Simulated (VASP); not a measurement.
Method: LDA (Ceperley-Alder, Perdew-Zunger), VASP's LDA PAW potentials (set 64) (plane waves; VASP).

A VASP calculation is set up with these files.

**INCAR**
```
NSW = 50
SYSTEM = Rb
EDIFFG = -0.01   ! ionic stop
NELM = 100   ! most electronic steps
ISMEAR = 0   ! Gaussian
LCHARG = F
LMAXMIX = 4
LREAL = F
PREC = Accurate
ALGO = Normal   ! blocked Davidson
SIGMA = 0.2   ! width (eV)
ENCUT = 180
ISIF = 3
IBRION = 2
LWAVE = F
EDIFF = 1E-03
LASPH = T   ! aspherical one-centre terms
```

**KPOINTS**
```
Automatic mesh
0
Gamma
1 1 1
0 0 0
```

### POSCAR
```
Rb
1
   -2.7826250000     2.7826250000     2.7826250000
    2.7826250000    -2.7826250000     2.7826250000
    2.7826250000     2.7826250000    -2.7826250000
Rb
1
Direct
  0.0000000000   0.0000000000   0.0000000000
```

POTCAR, in this order: Rb_sv (LDA.64 set). Program: vasp_std.

Output

OSZICAR:
```
       N       E                     dE             d eps       ncg     rms          rms(c)
DAV:   1     0.485686108574E+02    0.48569E+02   -0.23847E+03    16   0.360E+02
DAV:   2    -0.119775490582E+01   -0.49766E+02   -0.49766E+02    24   0.112E+02
DAV:   3    -0.215564775512E+01   -0.95789E+00   -0.95789E+00    24   0.229E+01
DAV:   4    -0.216035342935E+01   -0.47057E-02   -0.47057E-02    32   0.143E+00
DAV:   5    -0.216035579033E+01   -0.23610E-05   -0.23609E-05    16   0.393E-02    0.577E-01
DAV:   6    -0.216170654687E+01   -0.13508E-02   -0.21318E-04    32   0.966E-02    0.341E-01
DAV:   7    -0.216280748915E+01   -0.11009E-02   -0.53515E-04    16   0.149E-01    0.282E-02
DAV:   8    -0.216284086653E+01   -0.33377E-04   -0.54165E-05     8   0.498E-02
   1 F= -.21628409E+01 E0= -.21064219E+01  d E =-.216284E+01
       N       E                     dE             d eps       ncg     rms          rms(c)
DAV:   1    -0.237525976702E+01   -0.21245E+00   -0.46176E+00    16   0.158E+01    0.213E+00
DAV:   2    -0.221139894108E+01    0.16386E+00   -0.27351E-01    16   0.431E+00    0.909E-01
DAV:   3    -0.217447968451E+01    0.36919E-01   -0.19498E-01    24   0.277E+00    0.149E-01
DAV:   4    -0.217522939569E+01   -0.74971E-03   -0.46519E-04     8   0.196E-01
   2 F= -.21752294E+01 E0= -.21188104E+01  d E =-.123885E-01
       N       E                     dE             d eps       ncg     rms          rms(c)
DAV:   1    -0.218214782646E+01   -0.76681E-02   -0.12028E-01    16   0.265E+00    0.342E-01
DAV:   2    -0.217767037254E+01    0.44775E-02   -0.68991E-03    16   0.590E-01    0.143E-01
DAV:   3    -0.217676017511E+01    0.91020E-03   -0.57871E-03    24   0.479E-01
   3 F= -.21767602E+01 E0= -.21203412E+01  d E =-.139193E-01
```

### OUTCAR
```
------------------------ aborting loop because EDIFF is reached ----------------------------------------
  FORCE on cell =-STRESS in cart. coord.  units (eV):
  Direction    XX          YY          ZZ          XY          YZ          ZX
  --------------------------------------------------------------------------------------
  Total        0.0062438      0.0062438      0.0062438      0.0000000     -0.0000000     -0.0000000
  in kB        0.1243013      0.1243013      0.1243013      0.0000000     -0.0000000     -0.0000000
  external PRESSURE =       0.1243013 kB  Pullay stress =       0.0000000 kB
  volume of cell :       80.48
      direct lattice vectors                 reciprocal lattice vectors
    -2.719820315  2.719820315  2.719820315     0.000000000  0.183835674  0.183835674
     2.719820315 -2.719820315  2.719820315     0.183835674  0.000000000  0.183835674
     2.719820315  2.719820315 -2.719820315     0.183835674  0.183835674  0.000000000
 POSITION                                       TOTAL-FORCE (eV/Angst)
 -----------------------------------------------------------------------------------
      0.00000     -0.00000      0.00000        -0.000000      0.000000      0.000000
 -----------------------------------------------------------------------------------
    total drift:                               -0.000000     -0.000000      0.000000
  FREE ENERGIE OF THE ION-ELECTRON SYSTEM (eV)
  ---------------------------------------------------
  free  energy   TOTEN  =        -2.1767601751 eV

  energy  without entropy=       -2.0639222584  energy(sigma->0) =       -2.12034122

 reached required accuracy - stopping structural energy minimisation
```
(Selected blocks of OUTCAR.)

**CONTCAR**
```
Rb
   1.00000000000000
    -2.7198203153610754    2.7198203153610754    2.7198203153610754
     2.7198203153610754   -2.7198203153610754    2.7198203153610754
     2.7198203153610754    2.7198203153610754   -2.7198203153610754
  Rb
     1
Direct
     0.0000000000000000    0.0000000000000000    0.0000000000000000
```

At this cut-off the stress carries a Pulay error, which pulls relaxed volumes low. Energy and stress use the plane-wave basis of the starting cell.

The structure is a typed Rb crystal. This run relaxes it. Symmetry was kept, so distortions that lower it aren't found. The k-mesh is coarse (spacing up to 1.63 per Å, 2π included), so the numbers may not be converged in it. The run is one of a series of settings (EDIFF = 1E-03, EDIFFG = -0.01, ENCUT = 180, GGA removed, IBRION = 2, ISIF = 3, NSW = 50, SIGMA = 0.2, KPOINTS 1×1×1 Γ-centred mesh, POTCAR Rb_sv (LDA.64 set) against the base run), some of them coarse on purpose.
